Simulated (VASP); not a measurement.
A cell of AuAl₂ (fluorite) near equilibrium:

```
CELL_PARAMETERS angstrom
      0.00000     3.02792     3.02792
      3.02792     0.00000     3.02792
      3.02792     3.02792     0.00000
ATOMIC_POSITIONS crystal
  Al 0.25000 0.25000 0.25000
  Al 0.75000 0.75000 0.75000
  Au 0.00000 0.00000 0.00000
```

The numbers are results of PBE GGA, VASP's PBE PAW potentials (set 64) (plane waves; VASP 6.6.1), not measurements.

```csv
run,ΔE (meV/atom),σxx,σyy,σzz,"largest shear component, with its sign (GPa)",largest force (eV/Å)
as it is,0.0,-0.07,-0.07,-0.07,0.00,0.000
after one change,53.8,11.79,11.79,11.79,0.00,0.000
```
Stress is in GPa, positive when the cell is compressed.

Question: Name the change that produced these shifts.
A) isotropic strain of -3.0 %
B) isotropic strain of -1.0 %
C) biaxial strain of +1.5 % in the xy plane
D) biaxial strain of -3.0 % in the xz plane

Answer: A, isotropic strain of -3.0 %

The compound is AuAl2 in the fluorite structure. The electron count is odd and the run is not spin-polarised, which forces a metal.
